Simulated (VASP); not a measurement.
Output of a VASP run:

### OSZICAR
```
       N       E                     dE             d eps       ncg     rms          rms(c)
DAV:   1     0.168545961080E+03    0.16855E+03   -0.25269E+04   574   0.113E+03
DAV:   2    -0.121599771915E+03   -0.29015E+03   -0.27683E+03   757   0.220E+02
DAV:   3    -0.135675046127E+03   -0.14075E+02   -0.13997E+02   699   0.514E+01
DAV:   4    -0.135905889620E+03   -0.23084E+00   -0.23039E+00   708   0.729E+00
DAV:   5    -0.135910996855E+03   -0.51072E-02   -0.51055E-02   683   0.104E+00    0.264E+01
DAV:   6    -0.120579909461E+03    0.15331E+02   -0.49583E+01   649   0.248E+01    0.119E+01
DAV:   7    -0.120056679981E+03    0.52323E+00   -0.46689E+00   763   0.782E+00    0.500E+00
DAV:   8    -0.120000071598E+03    0.56608E-01   -0.31988E-01   659   0.220E+00    0.133E+00
DAV:   9    -0.119995329323E+03    0.47423E-02   -0.36223E-02   699   0.836E-01    0.195E-01
DAV:  10    -0.119996137987E+03   -0.80866E-03   -0.26066E-03   716   0.217E-01    0.103E-01
DAV:  11    -0.119996289490E+03   -0.15150E-03   -0.31111E-04   698   0.974E-02    0.214E-02
DAV:  12    -0.119996290577E+03   -0.10867E-05   -0.18514E-05   708   0.182E-02    0.911E-03
DAV:  13    -0.119996292990E+03   -0.24136E-05   -0.26544E-06   508   0.799E-03    0.418E-03
DAV:  14    -0.119996293464E+03   -0.47362E-06   -0.34457E-07   449   0.323E-03
   1 F= -.11999629E+03 E0= -.11999629E+03  d E =-.736663E-51
```

**OUTCAR**
```
------------------------ aborting loop because EDIFF is reached ----------------------------------------
  FORCE on cell =-STRESS in cart. coord.  units (eV):
  Direction    XX          YY          ZZ          XY          YZ          ZX
  --------------------------------------------------------------------------------------
  Total       14.4937514     14.4937511     14.1873431      0.0000028     -0.0000000      0.0000000
  in kB      147.6344618    147.6344587    144.5133637      0.0000281     -0.0000000      0.0000000
  external PRESSURE =     146.5940947 kB  Pullay stress =       0.0000000 kB
  volume of cell :      157.29
      direct lattice vectors                 reciprocal lattice vectors
     3.028253000  0.000000000  0.000000000     0.330223399  0.190654508  0.000000000
    -1.514126000  2.622544000  0.000000000     0.000000000  0.381309141  0.000000000
     0.000000000  0.000000000 19.805632000     0.000000000  0.000000000  0.050490689
  FREE ENERGIE OF THE ION-ELECTRON SYSTEM (eV)
  ---------------------------------------------------
  free  energy   TOTEN  =      -119.9962934640 eV

  energy  without entropy=     -119.9962934640  energy(sigma->0) =     -119.99629346
```
(Selected blocks of OUTCAR.)

**POSCAR**
```
SiC
1
    3.0282530000     0.0000000000     0.0000000000
   -1.5141260000     2.6225440000     0.0000000000
    0.0000000000     0.0000000000    19.8056320000
Si C
8 8
Direct
  0.3333330000   0.6666670000   0.8752000000
  0.6666670000   0.3333330000   0.3752000000
  0.3333330000   0.6666670000   0.6249900000
  0.6666670000   0.3333330000   0.1249900000
  0.0000000000   0.0000000000   0.0000900000
  0.0000000000   0.0000000000   0.5000900000
  0.6666670000   0.3333330000   0.7501000000
  0.3333330000   0.6666670000   0.2501000000
  0.3333330000   0.6666670000   0.3441300000
  0.6666670000   0.3333330000   0.8441300000
  0.6666670000   0.3333330000   0.2187200000
  0.3333330000   0.6666670000   0.7187200000
  0.0000000000   0.0000000000   0.5938500000
  0.0000000000   0.0000000000   0.0938500000
  0.3333330000   0.6666670000   0.9689300000
  0.6666670000   0.3333330000   0.4689300000
```

### Question
Reconstruct the remaining input files.

### Answer
This is not unique; one that fits is the input of the run itself, PBE GGA, plane waves, VASP's PBE PAW potentials (set 64).

File KPOINTS:
```
Automatic mesh
0
gamma
6 6 1
```

INCAR:
```
SYSTEM=SiC
PREC=Accurate; ENCUT=400; LREAL=Auto
LASPH=T
EDIFF=1E-6; NELM=100; ALGO=Normal
ISMEAR=0; SIGMA=0.01
GGA=PE
ISIF=2
LWAVE=F; LCHARG=F
```

POTCAR, in this order: Si C (PBE.64 set). Program: vasp_std.

At this cut-off the stress carries a Pulay error, which pulls relaxed volumes low.

The structure comes from a computed database's SiC entry; how it stands against other phases isn't given here. The cell was not relaxed at this level.
